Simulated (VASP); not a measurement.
The system is O2C, in a box.

```
O C
1.0
    12.15543    0.00000    0.00000
     0.00000   12.65543    0.00000
     0.00000    0.00000   13.15543
O C
2 1
Direct
  0.48628 0.56490 0.43708
  0.51452 0.43947 0.56656
  0.50040 0.50218 0.50183
```

Base run:

- Program: VASP 6.6.1
- Functional: RPBE
- Potentials or basis: VASP PAW PBE potentials, release 64 (O, C)
- Cutoff: 400 eV
- k mesh: 1 × 1 × 1
- Occupations: gaussian, width 0.01 eV
- Spin: no spin polarisation

Its results: gap between the frontier levels 7.92 eV; largest force 0.436 eV/Å.

Q: The run is repeated on the same cell with these changes: functional from RPBE to PBE. What comes out?

A: Gap between the frontier levels 8.04 eV; largest force 0.010 eV/Å.

Caveats: the standard files for N, O and F lose accuracy on very short bonds; the PAW data sets were made with another functional, which shifts forces and pressure a little (some runs).

A k mesh can miss the band edges.

Not every run made on this cell is shown here.
